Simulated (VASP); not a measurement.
A convergence study with VASP on Gd (hcp): a few settings are varied, all else stays as given below, so the limit is that of these other settings.

```xyz
2
Lattice="1.8150 -3.1437 0.0000 1.8150 3.1437 0.0000 0.0000 0.0000 5.7800" Properties=species:S:1:pos:R:3 pbc="T T T"
Gd     1.8150     1.0479     1.4450
Gd     1.8150    -1.0479     4.3350
```

Calculation: PBE GGA, VASP's PBE PAW potentials (set 64) (plane waves; VASP). The last row used: 550 eV cut-off, 19×19×10 Γ-centred mesh, second-order Methfessel-Paxton smearing of 0.40 eV, potentials Gd_3.

The 4f electrons are frozen in the core of the lanthanide potential, so 4f levels, which can set the real gap, and their magnetism are missing.

```tsv
setting	E (eV/atom)	pressure (GPa)	irreducible k-points
ISMEAR = -1, SIGMA = 0.01, 6×6×3 mesh	-4.6042	-0.58	14
ISMEAR = -1, SIGMA = 0.1, 6×6×3 mesh	-4.6041	-0.34	14
ISMEAR = 0, SIGMA = 0.01, 6×6×3 mesh	-4.6040	-0.69	14
ISMEAR = 0, SIGMA = 0.1, 6×6×3 mesh	-4.6060	-0.47	14
ISMEAR = 1, SIGMA = 0.01, 6×6×3 mesh	-4.6040	-0.73	14
ISMEAR = 1, SIGMA = 0.2, 6×6×3 mesh	-4.6073	-0.54	14
ISMEAR = 2, SIGMA = 0.05, 6×6×3 mesh	-4.6042	-0.57	14
ISMEAR = 2, SIGMA = 0.2, 6×6×3 mesh	-4.6074	-0.49	14
ISMEAR = -1, SIGMA = 0.01, 13×13×7 mesh	-4.5800	-0.22	84
ISMEAR = -1, SIGMA = 0.2, 13×13×7 mesh	-4.5911	0.37	84
ISMEAR = 0, SIGMA = 0.01, 13×13×7 mesh	-4.5800	-0.22	84
ISMEAR = 0, SIGMA = 0.2, 13×13×7 mesh	-4.5806	-0.01	84
ISMEAR = 1, SIGMA = 0.01, 13×13×7 mesh	-4.5800	-0.22	84
ISMEAR = 1, SIGMA = 0.4, 13×13×7 mesh	-4.5805	-0.03	84
ISMEAR = 2, SIGMA = 0.05, 13×13×7 mesh	-4.5799	-0.24	84
ISMEAR = 2, SIGMA = 0.4, 13×13×7 mesh	-4.5796	-0.06	84
ISMEAR = -1, SIGMA = 0.05, 19×19×10 mesh	-4.5812	-0.09	240
ISMEAR = -1, SIGMA = 0.2, 19×19×10 mesh	-4.5912	0.37	240
ISMEAR = 0, SIGMA = 0.05, 19×19×10 mesh	-4.5815	-0.13	240
ISMEAR = 0, SIGMA = 0.2, 19×19×10 mesh	-4.5813	-0.02	240
ISMEAR = 1, SIGMA = 0.05, 19×19×10 mesh	-4.5815	-0.14	240
ISMEAR = 1, SIGMA = 0.4, 19×19×10 mesh	-4.5808	-0.04	240
ISMEAR = 2, SIGMA = 0.1, 19×19×10 mesh	-4.5815	-0.14	240
ISMEAR = 2, SIGMA = 0.4, 19×19×10 mesh	-4.5801	-0.07	240
```

Left out are rungs that failed or repeat a setting and relaxations that didn't move; long series are thinned to 24 rows.

The compound is Gd in the hcp structure. The cell was not relaxed at this level.
